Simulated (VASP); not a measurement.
Data:

```xyz
3
Lattice="0.0000 2.8612 2.8612 2.8612 0.0000 2.8612 2.8612 2.8612 0.0000" Properties=species:S:1:pos:R:3 pbc="T T T"
Ca     0.0000     0.0000     0.0000
F      1.4306     1.4306     1.4306
F      4.2918     4.2918     4.2918
```

These are RPBE GGA, VASP's PBE PAW potentials (set 64) (plane waves; VASP) values and carry that method's errors. Numerical set-up: 520 eV cut-off, 7×7×7 Γ-centred mesh, Gaussian smearing of 0.050 eV, potentials Ca_sv F.

Question: Give the stress tensor in GPa (positive for a compressed cell).

Answer: 
```
-3.40   0.00   0.00
 0.00  -3.40   0.00
 0.00   0.00  -3.40
```
The pressure is its mean diagonal, -3.40 GPa.

The compound is CaF2 in the fluorite structure. This cell is one point of a volume scan, at 1.06 of the reference volume.
